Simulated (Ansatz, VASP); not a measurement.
**One calculation of InAgS, two programs**

The input INCAR:

```
ALGO     = Normal         # electronic algorithm
EDIFF    = 1E-6           # SCF threshold, eV
EDIFFG   = -0.01          # ionic threshold
ENCUT    = 600            # plane-wave cutoff, eV
GGA      = PE             # functional
IBRION   = 2              # ionic algorithm
ISIF     = 3              # what is computed and relaxed
ISMEAR   = 0              # smearing method
LASPH    = True           # aspherical terms in the spheres
LCHARG   = False          # write CHGCAR
LREAL    = False          # projectors in reciprocal space
LWAVE    = False          # write WAVECAR
NELM     = 100            # most SCF steps
NSW      = 100            # ionic steps
PREC     = Accurate       # precision mode
SIGMA    = 0.1            # smearing width, eV
```

KPOINTS

```
k-points
0
Gamma
  12 12 10
```

POSCAR

```
InAgS
1.0
    4.2569527400      0.0000000000      0.0000000000
   -2.1284763700      3.6866292100      0.0000000000
    0.0000000000      0.0000000000      4.6046013700
In Ag S
1 1 1
Direct
    0.0000000000      0.0000000000      0.0000000000
    0.6666666700      0.3333333300      0.5000000000
    0.3333333300      0.6666666700      0.5000000000
```

Input for Ansatz:

```yaml
crystal:
  lattice:
    - [4.25695274, 0.0, 0.0]
    - [-2.12847637, 3.68662921, 0.0]
    - [0.0, 0.0, 4.60460137]
  atoms:
    - { symbol: In, position: [0.0, 0.0, 0.0] }
    - { symbol: Ag, position: [0.66666667, 0.33333333, 0.5] }
    - { symbol: S, position: [0.33333333, 0.66666667, 0.5] }
basis:
  ecutwfc: 420
kpoints:
  mp_grid: { grid: [12, 12, 10] }
hamiltonian:
  xc: pbe
scf:
  occupations: { method: gaussian, width: 0.1 }
output:
  forces: true
  stress: true
  eigenvalues: true
relax:
  adjacent_minimum: "off"
  f_tol: 0.01
  max_steps: 80
  cell: { stress_tol: 0.05 }
```

Change from the starting cell: species swapped into the EuGaSi type (P-6m2, No. 187).

Alike in both runs: task relaxation of cell and atoms; functional PBE; k mesh 12 × 12 × 10; occupations gaussian, width 0.1 eV; no spin polarisation.

```csv
,VASP,Ansatz
version,VASP 6.6.1,Ansatz 0.2.0
potentials or method,"VASP PAW PBE potentials, release 64 (In_d, Ag, S)","scalar-relativistic, plane waves, PAW"
plane-wave cutoff (eV),600,420
valence electrons in the cell,30,38
```

VASP gave:

| Property | Result |
| --- | --- |
| gap on the k mesh at the Fermi level, each at its own relaxed structure (eV) | none |
| relaxed volume (Å³/atom) | 24.02 |
| relaxed cell length with the largest relative difference (Å) | 4.369 |
| energy change over the relaxation (meV/atom) | -13 |

**Question.** Estimate Ansatz's values.

**Answer.** gap on the k mesh at the Fermi level, each at its own relaxed structure (eV): none; relaxed volume (Å³/atom): 24.04; relaxed cell length with the largest relative difference (Å): 4.372; energy change over the relaxation (meV/atom): -13.

A gap of «none» marks a metal or a gap that the smearing closes. The two sets of potentials don't hold the same shells in valence.
